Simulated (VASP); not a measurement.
An input for Ansatz (written as the equivalent of a VASP run, and not itself run):

Ansatz 0.2 input:
```yaml
crystal:
  lattice:
    - [6.0925870, 0.0000000, 0.0000000]
    - [0.0000000, 6.0925870, 0.0000000]
    - [0.0000000, 0.0000000, 6.0925870]
  atoms:
    - { symbol: Cs, position: [0.0000000, 0.0000000, 0.0000000] }
    - { symbol: Pb, position: [0.5000000, 0.5000000, 0.5000000] }
    - { symbol: Br, position: [0.5000000, 0.5000000, 0.0000000] }
    - { symbol: Br, position: [0.0000000, 0.5000000, 0.5000000] }
    - { symbol: Br, position: [0.5000000, 0.0000000, 0.5000000] }
kpoints:
  mp_grid: { grid: [7, 7, 7] }
hamiltonian:
  xc: pbe
  pseudopotentials: { kind: paw }
scf:
  occupations: { method: gaussian, width: 0.01 }
  max_iter: 100
output: { forces: true, stress: true, eigenvalues: true }
```

Problem. Translate this input to VASP (INCAR, KPOINTS, POSCAR, choice of POTCAR).

Solution. One answer among several that fit: 
**POSCAR**
```
CsPbBr3
6.0925870
  1.0000000000   0.0000000000   0.0000000000
  0.0000000000   1.0000000000   0.0000000000
  0.0000000000   0.0000000000   1.0000000000
Cs Pb Br
1 1 3
Cart
  0.0000000000   0.0000000000   0.0000000000
  0.5000000000   0.5000000000   0.5000000000
  0.5000000000   0.5000000000   0.0000000000
  0.0000000000   0.5000000000   0.5000000000
  0.5000000000   0.0000000000   0.5000000000
```

**KPOINTS**
```
Automatic mesh
0
Gamma
7 7 7
0 0 0
```

**INCAR**
```
ALGO = Normal   ! blocked Davidson
EDIFF = 1E-6
SIGMA = 0.01   ! width (eV)
GGA = PE   ! PBE
SYSTEM = CsPbBr3
LCHARG = .FALSE.
ISMEAR = 0   ! Gaussian
LMAXMIX = 4   ! l cut-off of mixed one-centre charges
LWAVE = .FALSE.
PREC = Accurate
NELM = 100
LASPH = .TRUE.   ! aspherical one-centre terms
ENCUT = 300
ISIF = 2
LREAL = .FALSE.   ! projection in real space or not
```

POTCAR, in this order: Cs_sv Pb_d Br (PBE.64 set). Program: vasp_std.

What does not carry over: each code has its own PAW files, so the cut-off isn't converted (ENCUT is set for VASP's; basis.ecutwfc is left out, and Ansatz then takes the one that its files recommend); Ansatz stops its SCF on the density residual and VASP on the energy change (EDIFF).

The structure comes from a computed database's CsPbBr3 entry; how it stands against other phases isn't given here. The cell was not relaxed at this level. The run is one of a series of settings (KPOINTS 7×7×7 Γ-centred mesh against the base run), some of them coarse on purpose.
